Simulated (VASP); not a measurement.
A VASP calculation is set up with these files.

KPOINTS:
```
Automatic mesh
0
G
13 13 7
```

INCAR:
```
ALGO = Normal
EDIFF = 1E-6
EDIFFG = -0.01
ENCUT = 520
GGA = PE
IBRION = 2
ISIF = 3
ISMEAR = 1
IVDW = 12
LASPH = T
LCHARG = F
LMAXMIX = 4
LREAL = F
LWAVE = F
NELM = 100
NSW = 60
PREC = Accurate
SIGMA = 0.1
SYSTEM = Ti
```

### POSCAR
```
Ti
1.0
  1.4414469952  -2.4966594869   0.0000000000
  1.4414469952   2.4966594869   0.0000000000
  0.0000000000   0.0000000000   4.5751589847
Ti
2
Cart
  1.4414469952   0.8322214934   1.1437897462
  1.4414469952  -0.8322214934   3.4313692385
```

POTCAR, in this order: Ti_sv (PBE.64 set). Program: vasp_std.

Question: Write an equivalent input for Quantum ESPRESSO's pw.x.

Answer: One equivalent input (not run):
```
&CONTROL
  calculation = 'vc-relax'
  pseudo_dir = './pseudo'
  outdir = './out'
  tprnfor = .true.
  tstress = .true.
  nstep = 60
  forc_conv_thr = 0.00039
/
&SYSTEM
  ibrav = 0
  nat = 2
  ntyp = 1
  ecutwfc = 84
  occupations = 'smearing'
  smearing = 'methfessel-paxton'
  degauss = 0.00735
  input_dft = 'pbe'
  vdw_corr = 'grimme-d3'
  dftd3_version = 4
  dftd3_threebody = .false.
/
&ELECTRONS
  conv_thr = 7.3e-08
  electron_maxstep = 100
/
&IONS
/
&CELL
/
ATOMIC_SPECIES
  Ti 47.867 Ti.upf
CELL_PARAMETERS angstrom
     1.4414470   -2.4966595   -0.0000000
     1.4414470    2.4966595    0.0000000
     0.0000000    0.0000000    4.5751590
ATOMIC_POSITIONS crystal
  Ti   0.3333330  0.6666670  0.2500000
  Ti   0.6666670  0.3333330  0.7500000
K_POINTS automatic
  13 13 7 0 0 0
```
The two are equivalent in intent, not identical: the potentials are each code's own (VASP's PAW set, PseudoDojo norm-conserving files in pw.x), so ENCUT and ecutwfc are chosen apart and not converted; conv_thr bounds pw.x's estimated SCF error, while EDIFF bounds the energy change between steps; forc_conv_thr acts on force components and is met together with etot_conv_thr.

The compound is Ti in the hcp structure. It was relaxed first, which changed the volume by -7 %. The start is the result of an earlier pass.
